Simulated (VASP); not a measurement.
Output of a VASP run:

OSZICAR:
```
...
DAV:   6    -0.150076969634E+02    0.10763E+01   -0.11492E+01  3475   0.437E+01    0.112E+01
DAV:   7    -0.147634550882E+02    0.24424E+00   -0.17902E+00  3395   0.217E+01    0.620E+00
DAV:   8    -0.147758212129E+02   -0.12366E-01   -0.63823E-02  4020   0.229E+00    0.359E+00
DAV:   9    -0.147577096956E+02    0.18112E-01   -0.45736E-02  4058   0.220E+00    0.106E+00
DAV:  10    -0.147669261396E+02   -0.92164E-02   -0.10602E-02  3808   0.112E+00    0.389E-01
DAV:  11    -0.147676065264E+02   -0.68039E-03   -0.24929E-03  4025   0.405E-01    0.782E-02
DAV:  12    -0.147676472354E+02   -0.40709E-04   -0.56774E-04  4081   0.173E-01    0.739E-02
DAV:  13    -0.147676557337E+02   -0.84983E-05   -0.11028E-05  4158   0.317E-02    0.525E-02
DAV:  14    -0.147676610367E+02   -0.53031E-05   -0.71232E-06  3906   0.210E-02    0.118E-02
DAV:  15    -0.147676614717E+02   -0.43499E-06   -0.10400E-06  2962   0.921E-03
   1 F= -.14767661E+02 E0= -.14767555E+02  d E =-.147677E+02  mag=     4.5277
       N       E                     dE             d eps       ncg     rms          rms(c)
DAV:   1    -0.147799915396E+02   -0.12331E-01   -0.18141E-01  3367   0.627E+00    0.111E+00
DAV:   2    -0.147693557083E+02    0.10636E-01   -0.56442E-02  3360   0.389E+00    0.103E+00
DAV:   3    -0.147683212209E+02    0.10345E-02   -0.30198E-03  3381   0.905E-01    0.216E-01
DAV:   4    -0.147681214105E+02    0.19981E-03   -0.12121E-03  3964   0.238E-01    0.115E-01
DAV:   5    -0.147680844201E+02    0.36990E-04   -0.17251E-04  3703   0.163E-01    0.788E-02
DAV:   6    -0.147680706904E+02    0.13730E-04   -0.43073E-05  3647   0.535E-02    0.288E-02
DAV:   7    -0.147680696603E+02    0.10301E-05   -0.59526E-06  3759   0.236E-02    0.107E-02
DAV:   8    -0.147680698383E+02   -0.17804E-06   -0.20495E-06  3285   0.863E-03
   2 F= -.14768070E+02 E0= -.14767960E+02  d E =-.408367E-03  mag=     4.5587
       N       E                     dE             d eps       ncg     rms          rms(c)
DAV:   1    -0.147867178637E+02   -0.18648E-01   -0.28421E-01  3360   0.784E+00    0.139E+00
DAV:   2    -0.147699686422E+02    0.16749E-01   -0.86989E-02  3360   0.484E+00    0.130E+00
DAV:   3    -0.147685372847E+02    0.14314E-02   -0.43982E-03  3367   0.108E+00    0.273E-01
DAV:   4    -0.147682228169E+02    0.31447E-03   -0.17890E-03  4010   0.296E-01    0.139E-01
DAV:   5    -0.147681582455E+02    0.64571E-04   -0.25280E-04  3626   0.194E-01    0.946E-02
DAV:   6    -0.147681380340E+02    0.20211E-04   -0.53660E-05  3584   0.617E-02    0.315E-02
DAV:   7    -0.147681367938E+02    0.12403E-05   -0.71371E-06  3780   0.265E-02    0.110E-02
DAV:   8    -0.147681369946E+02   -0.20083E-06   -0.23626E-06  3533   0.952E-03
   3 F= -.14768137E+02 E0= -.14768123E+02  d E =-.475523E-03  mag=     4.5907
       N       E                     dE             d eps       ncg     rms          rms(c)
DAV:   1    -0.147699799144E+02   -0.18431E-02   -0.27482E-02  3360   0.243E+00    0.429E-01
DAV:   2    -0.147683440552E+02    0.16359E-02   -0.84673E-03  3360   0.148E+00    0.396E-01
DAV:   3    -0.147682110680E+02    0.13299E-03   -0.43550E-04  3367   0.342E-01    0.858E-02
DAV:   4    -0.147681851962E+02    0.25872E-04   -0.16807E-04  3882   0.853E-02    0.456E-02
DAV:   5    -0.147681794559E+02    0.57403E-05   -0.20771E-05  3682   0.590E-02    0.306E-02
DAV:   6    -0.147681776094E+02    0.18465E-05   -0.62056E-06  3549   0.206E-02    0.964E-03
DAV:   7    -0.147681774898E+02    0.11960E-06   -0.75520E-07  2156   0.798E-03
   4 F= -.14768177E+02 E0= -.14768126E+02  d E =-.516018E-03  mag=     4.5818
```

**OUTCAR**
```
------------------------ aborting loop because EDIFF is reached ----------------------------------------
  FORCE on cell =-STRESS in cart. coord.  units (eV):
  Direction    XX          YY          ZZ          XY          YZ          ZX
  --------------------------------------------------------------------------------------
  Total       -0.0117163     -0.0117163     -0.0117163      0.0000000     -0.0000000      0.0000000
  in kB       -0.4640618     -0.4640618     -0.4640618      0.0000000     -0.0000000      0.0000000
  external PRESSURE =      -0.4640618 kB  Pullay stress =       0.0000000 kB
  volume of cell :       40.45
      direct lattice vectors                 reciprocal lattice vectors
     0.000000000  2.724571564  2.724571564    -0.183515092  0.183515092  0.183515092
     2.724571564  0.000000000  2.724571564     0.183515092 -0.183515092  0.183515092
     2.724571564  2.724571564 -0.000000000     0.183515092  0.183515092 -0.183515092
 POSITION                                       TOTAL-FORCE (eV/Angst)
 -----------------------------------------------------------------------------------
      1.36229      1.36229      1.36229        -0.000000     -0.000000     -0.000000
      0.00000      0.00000      0.00000         0.000000      0.000000      0.000000
 -----------------------------------------------------------------------------------
    total drift:                               -0.000001     -0.000001     -0.000000
  FREE ENERGIE OF THE ION-ELECTRON SYSTEM (eV)
  ---------------------------------------------------
  free  energy   TOTEN  =       -14.7681774898 eV

  energy  without entropy=      -14.7680231170  energy(sigma->0) =      -14.76812603

 total charge

# of ion       s       p       d       tot
------------------------------------------
    1        1.312   2.428   0.000   3.740
    2        0.279   6.247   4.946  11.472
--------------------------------------------------
tot          1.592   8.674   4.946  15.212

 magnetization (x)

# of ion       s       p       d       tot
------------------------------------------
    1        0.009   0.043   0.000   0.052
    2        0.048   0.069   3.967   4.083
--------------------------------------------------
tot          0.057   0.111   3.967   4.135

 reached required accuracy - stopping structural energy minimisation
```
(Selected blocks of OUTCAR.)

### POSCAR
```
MnS
1
    0.0000000000     2.7139779794     2.7139779794
    2.7139779794    -0.0000000000     2.7139779794
    2.7139779794     2.7139779794     0.0000000000
S Mn
1 1
Direct
  0.2500000000   0.2500000000   0.2500000000
  0.0000000000   0.0000000000   0.0000000000
```

Q: Write an INCAR and KPOINTS that could have produced this output.

A: One answer among several that fit: the input of the run itself, PBEsol GGA, plane waves, VASP's PBE PAW potentials (set 64).

**INCAR**
```
MAGMOM=0.0 4.0
LORBIT=10
LWAVE=.FALSE.
ISIF=3   # ions, shape and volume
LREAL=.FALSE.
EDIFFG=-0.01   # ionic stop
NSW=60
SIGMA=0.1   # width (eV)
ALGO=Normal   # blocked Davidson
LASPH=.TRUE.
LMAXMIX=4   # l cut-off of mixed one-centre charges
ENCUT=400   # plane-wave cut-off (eV)
IBRION=2   # conjugate gradients
EDIFF=1E-6   # SCF stop (eV)
ISPIN=2   # spin-polarised
PREC=Accurate
LCHARG=.FALSE.
GGA=PS   # PBEsol
SYSTEM=MnS
ISMEAR=1   # Methfessel-Paxton
NELM=100   # most electronic steps
```

KPOINTS:
```
Automatic mesh
0
Gamma
11 11 11
0 0 0
```

POTCAR, in this order: S Mn_pv (PBE.64 set). Program: vasp_std.

The moments were started parallel, and other spin orders were not tried in this run.

The structure was generated: MnS was put into the zincblende type (F-43m), which need not be its known phase. This run relaxes it. Symmetry was kept, so distortions that lower it aren't found. The start is the result of an earlier pass.
